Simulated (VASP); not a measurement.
```xyz
2
Lattice="0.0000 2.8865 2.8865 2.8865 0.0000 2.8865 2.8865 2.8865 0.0000" Properties=species:S:1:pos:R:3 pbc="T T T"
Al     0.0000     0.0000     0.0000
As     1.4433     1.4433     1.4433
```

Calculation: RPBE GGA, VASP's PBE PAW potentials (set 64) (plane waves; VASP 6.6.1). Run with 520 eV cut-off, 9×9×9 Γ-centred mesh, tetrahedra with Blöchl corrections, potentials Al As.

### Question
Estimate the energy per atom (σ→0).

### Answer

- energy per atom (σ→0) = -4.411 eV/atom

Total energies compare only between runs with the same potentials, cut-off and functional.

The compound is AlAs in the zinc blende structure. It was relaxed first, which changed the volume by +6 %.
